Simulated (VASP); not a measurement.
Here is the system:

```
Li2S
1.0
    0.00000     2.91720     2.91720
    2.91720     0.00000     2.91720
    2.91720     2.91720     0.00000
Li S
2 1
Cartesian
  1.45860   1.45860   1.45860
  4.37580   4.37580   4.37580
  0.00000   0.00000   0.00000
```

The numbers are results of PBE GGA, VASP's PBE PAW potentials (set 64) (plane waves; VASP 6.6.1), not measurements. Numerical set-up: 520 eV cut-off, 6×6×6 Γ-centred mesh, second-order Methfessel-Paxton smearing of 0.30 eV, potentials Li_sv S.

Give the stress tensor in GPa (positive for a compressed cell).

```
-2.47   0.00   0.00
 0.00  -2.47   0.00
 0.00   0.00  -2.47
```
The pressure is its mean diagonal, -2.47 GPa.

The compound is Li2S in the antifluorite structure. The cell was not relaxed at this level. The run is one of a series of settings (ISMEAR = 2, SIGMA = 0.3 against the base run), some of them coarse on purpose.
